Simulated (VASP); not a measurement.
An input for Quantum ESPRESSO's pw.x (written as the equivalent of a VASP run, and not itself run):

```
&CONTROL
  calculation = 'scf'
  pseudo_dir = './pseudo'
  outdir = './out'
  tprnfor = .true.
  tstress = .true.
/
&SYSTEM
  ibrav = 0
  nat = 2
  ntyp = 2
  ecutwfc = 84
  occupations = 'smearing'
  smearing = 'methfessel-paxton'
  degauss = 0.00735
  input_dft = 'pbe'
/
&ELECTRONS
  conv_thr = 7.3e-08
  electron_maxstep = 100
/
ATOMIC_SPECIES
  Ti 47.867 Ti.upf
  C 12.011 C.upf
CELL_PARAMETERS angstrom
     0.0000000    2.2083000    2.2083000
     2.2083000    0.0000000    2.2083000
     2.2083000    2.2083000    0.0000000
ATOMIC_POSITIONS crystal
  Ti   0.0000000  0.0000000  0.0000000
  C    0.5000000  0.5000000  0.5000000
K_POINTS automatic
  13 13 13 0 0 0
```

Problem. Translate this input to VASP (INCAR, KPOINTS, POSCAR, choice of POTCAR).

Solution. This is not unique; one that fits is 
KPOINTS:
```
kpoints
0
gamma
13 13 13
0 0 0
```

File POSCAR:
```
TiC
1
    0.0000000000     2.2083000000     2.2083000000
    2.2083000000     0.0000000000     2.2083000000
    2.2083000000     2.2083000000     0.0000000000
Ti C
1 1
Direct
  0.0000000000   0.0000000000   0.0000000000
  0.5000000000   0.5000000000   0.5000000000
```

**INCAR**
```
ALGO = Normal
EDIFF = 1E-6
ENCUT = 520
GGA = PE
ISIF = 2
ISMEAR = 1
LASPH = .True.
LCHARG = .False.
LMAXMIX = 4
LREAL = .False.
LWAVE = .False.
NELM = 100
PREC = Single
SIGMA = 0.1
SYSTEM = TiC
```

POTCAR, in this order: Ti_sv C (PBE.64 set). Program: vasp_std.

The two are equivalent in intent, not identical: the potentials are each code's own (VASP's PAW set, PseudoDojo norm-conserving files in pw.x), so ENCUT and ecutwfc are chosen apart and not converted; conv_thr bounds pw.x's estimated SCF error, while EDIFF bounds the energy change between steps.

The compound is TiC in the rock salt structure. The cell was not relaxed at this level. The run is one of a series of settings (PREC = Single against the base run), some of them coarse on purpose.
